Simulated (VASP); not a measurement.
These are RPBE GGA, VASP's PBE PAW potentials (set 64) (plane waves; VASP) values and carry that method's errors.

Input for VASP

File POSCAR:
```
In
1
   -1.6250000000     1.6250000000     2.4750000000
    1.6250000000    -1.6250000000     2.4750000000
    1.6250000000     1.6250000000    -2.4750000000
In
1
Direct
  0.0000000000   0.0000000000   0.0000000000
```

### KPOINTS
```
Automatic mesh
0
Gamma
14 14 14
0 0 0
```

**INCAR**
```
NSW=60
LASPH=.True.
LWAVE=.False.
LREAL=.False.   # projection in real space or not
GGA=RP
ISMEAR=1   # Methfessel-Paxton
PREC=Accurate
NELM=100
EDIFFG=-0.01   # ionic stop
IBRION=2   # conjugate gradients
LMAXMIX=4
SIGMA=0.1
ALGO=Normal   # blocked Davidson
ISIF=3   # ions, shape and volume
SYSTEM=In
EDIFF=1E-6
ENCUT=520   # plane-wave cut-off (eV)
LCHARG=.False.
```

POTCAR, in this order: In_d (PBE.64 set). Program: vasp_std.

Output

### OSZICAR
```
       N       E                     dE             d eps       ncg     rms          rms(c)
DAV:   1     0.712142318500E+02    0.71214E+02   -0.66008E+03  4934   0.164E+03
DAV:   2     0.535886559657E+00   -0.70678E+02   -0.69720E+02  4978   0.291E+02
DAV:   3    -0.212777635814E+01   -0.26637E+01   -0.26564E+01  5604   0.647E+01
DAV:   4    -0.218790842062E+01   -0.60132E-01   -0.60117E-01  6270   0.985E+00
DAV:   5    -0.219021419845E+01   -0.23058E-02   -0.23057E-02  5886   0.155E+00    0.223E+00
DAV:   6    -0.217507055861E+01    0.15144E-01   -0.31948E-02  5684   0.398E+00    0.117E+00
DAV:   7    -0.217260504098E+01    0.24655E-02   -0.12753E-02  5712   0.236E+00    0.245E-01
DAV:   8    -0.217264660322E+01   -0.41562E-04   -0.10650E-03  5496   0.588E-01    0.300E-02
DAV:   9    -0.217265930814E+01   -0.12705E-04   -0.30474E-05  6158   0.762E-02    0.127E-02
DAV:  10    -0.217265970823E+01   -0.40009E-06   -0.14569E-06  4158   0.161E-02
   1 F= -.21726597E+01 E0= -.21726884E+01  d E =-.217266E+01
       N       E                     dE             d eps       ncg     rms          rms(c)
DAV:   1    -0.320721591168E+01   -0.10346E+01   -0.29125E+01  5474   0.137E+02    0.565E+00
DAV:   2    -0.234896125208E+01    0.85825E+00   -0.17652E+00  5444   0.302E+01    0.231E+00
DAV:   3    -0.220452501749E+01    0.14444E+00   -0.54487E-01  6304   0.161E+01    0.569E-01
DAV:   4    -0.220026770266E+01    0.42573E-02   -0.10492E-02  5404   0.137E+00    0.314E-01
DAV:   5    -0.219841427736E+01    0.18534E-02   -0.32434E-03  5068   0.418E-01    0.930E-02
DAV:   6    -0.219851539212E+01   -0.10111E-03   -0.30194E-04  5588   0.189E-01    0.237E-02
DAV:   7    -0.219852032669E+01   -0.49346E-05   -0.10515E-05  5724   0.477E-02    0.597E-03
DAV:   8    -0.219851848456E+01    0.18421E-05   -0.13002E-06  5400   0.104E-02    0.180E-03
DAV:   9    -0.219851896610E+01   -0.48155E-06   -0.14211E-07  2674   0.433E-03
   2 F= -.21985190E+01 E0= -.21984421E+01  d E =-.258593E-01
       N       E                     dE             d eps       ncg     rms          rms(c)
DAV:   1    -0.221470635588E+01   -0.16188E-01   -0.41737E-01  5478   0.150E+01    0.754E-01
DAV:   2    -0.220087214215E+01    0.13834E-01   -0.30008E-02  5430   0.396E+00    0.272E-01
DAV:   3    -0.219888437837E+01    0.19878E-02   -0.69832E-03  6264   0.185E+00    0.119E-01
DAV:   4    -0.219883153029E+01    0.52848E-04   -0.96111E-05  5088   0.110E-01    0.808E-02
DAV:   5    -0.219878229928E+01    0.49231E-04   -0.67496E-05  5026   0.504E-02    0.226E-02
DAV:   6    -0.219877942999E+01    0.28693E-05   -0.14543E-05  5354   0.273E-02    0.671E-03
DAV:   7    -0.219878011549E+01   -0.68550E-06   -0.59073E-07  3768   0.575E-03
   3 F= -.21987801E+01 E0= -.21986992E+01  d E =-.261204E-01
       N       E                     dE             d eps       ncg     rms          rms(c)
DAV:   1    -0.219929418210E+01   -0.51475E-03   -0.13419E-02  5474   0.264E+00    0.139E-01
DAV:   2    -0.219883511092E+01    0.45907E-03   -0.99913E-04  5430   0.726E-01    0.486E-02
DAV:   3    -0.219877347752E+01    0.61633E-04   -0.21806E-04  6262   0.328E-01    0.227E-02
DAV:   4    -0.219877329053E+01    0.18699E-06   -0.32598E-06  4980   0.193E-02
   4 F= -.21987733E+01 E0= -.21986928E+01  d E =-.261136E-01
       N       E                     dE             d eps       ncg     rms          rms(c)
DAV:   1    -0.219882376476E+01   -0.50287E-04   -0.14432E-03  5574   0.416E-01    0.339E-02
DAV:   2    -0.219880128105E+01    0.22484E-04   -0.33002E-05  7044   0.125E-01    0.223E-02
DAV:   3    -0.219878721238E+01    0.14069E-04   -0.16648E-05  6198   0.133E-01    0.603E-03
DAV:   4    -0.219878730421E+01   -0.91827E-07   -0.21467E-06  4058   0.180E-02
   5 F= -.21987873E+01 E0= -.21987028E+01  d E =-.140137E-04
       N       E                     dE             d eps       ncg     rms          rms(c)
DAV:   1    -0.219915473993E+01   -0.36753E-03   -0.12944E-02  5534   0.125E+00    0.101E-01
DAV:   2    -0.219894893254E+01    0.20581E-03   -0.29349E-04  7028   0.370E-01    0.657E-02
DAV:   3    -0.219881771143E+01    0.13122E-03   -0.15027E-04  6308   0.398E-01    0.185E-02
DAV:   4    -0.219881900865E+01   -0.12972E-05   -0.19077E-05  5258   0.532E-02    0.195E-02
DAV:   5    -0.219881884178E+01    0.16687E-06   -0.55991E-07  2564   0.133E-02
   6 F= -.21988188E+01 E0= -.21987253E+01  d E =-.455513E-04
       N       E                     dE             d eps       ncg     rms          rms(c)
DAV:   1    -0.220021747586E+01   -0.13985E-02   -0.51727E-02  5546   0.249E+00    0.202E-01
DAV:   2    -0.219938574853E+01    0.83173E-03   -0.11784E-03  6966   0.726E-01    0.133E-01
DAV:   3    -0.219885682088E+01    0.52893E-03   -0.60957E-04  6290   0.791E-01    0.368E-02
DAV:   4    -0.219886221947E+01   -0.53986E-05   -0.76243E-05  5258   0.107E-01    0.387E-02
DAV:   5    -0.219886183419E+01    0.38528E-06   -0.28511E-06  4428   0.265E-02
   7 F= -.21988618E+01 E0= -.21987680E+01  d E =-.885437E-04
```

### OUTCAR
```
------------------------ aborting loop because EDIFF is reached ----------------------------------------
  FORCE on cell =-STRESS in cart. coord.  units (eV):
  Direction    XX          YY          ZZ          XY          YZ          ZX
  --------------------------------------------------------------------------------------
  Total        0.0045856      0.0045856      0.0057833      0.0000000     -0.0000000      0.0000000
  in kB        0.2563742      0.2563742      0.3233347      0.0000000     -0.0000000      0.0000000
  external PRESSURE =       0.2786943 kB  Pullay stress =       0.0000000 kB
  volume of cell :       28.66
      direct lattice vectors                 reciprocal lattice vectors
    -1.668743331  1.668743331  2.572713386     0.000000000  0.299626666  0.194347339
     1.668743331 -1.668743331  2.572713386     0.299626666  0.000000000  0.194347339
     1.668743331  1.668743331 -2.572713386     0.299626666  0.299626666  0.000000000
 POSITION                                       TOTAL-FORCE (eV/Angst)
 -----------------------------------------------------------------------------------
     -0.00000      0.00000      0.00000         0.000000     -0.000000     -0.000000
 -----------------------------------------------------------------------------------
    total drift:                               -0.000000      0.000000      0.000000
  FREE ENERGIE OF THE ION-ELECTRON SYSTEM (eV)
  ---------------------------------------------------
  free  energy   TOTEN  =        -2.1988618342 eV

  energy  without entropy=       -2.1985802951  energy(sigma->0) =       -2.19876799

 reached required accuracy - stopping structural energy minimisation
```
(Selected blocks of OUTCAR.)

### CONTCAR
```
In
   1.00000000000000
    -1.6687433311534579    1.6687433311534576    2.5727133855620510
     1.6687433311534579   -1.6687433311534581    2.5727133855620510
     1.6687433311534579    1.6687433311534581   -2.5727133855620510
  In
     1
Direct
     0.0000000000000000    0.0000000000000000    0.0000000000000000
```

Energy and stress use the plane-wave basis of the starting cell.

The compound is In in the bct structure. This run relaxes it. Symmetry was kept, so distortions that lower it aren't found.
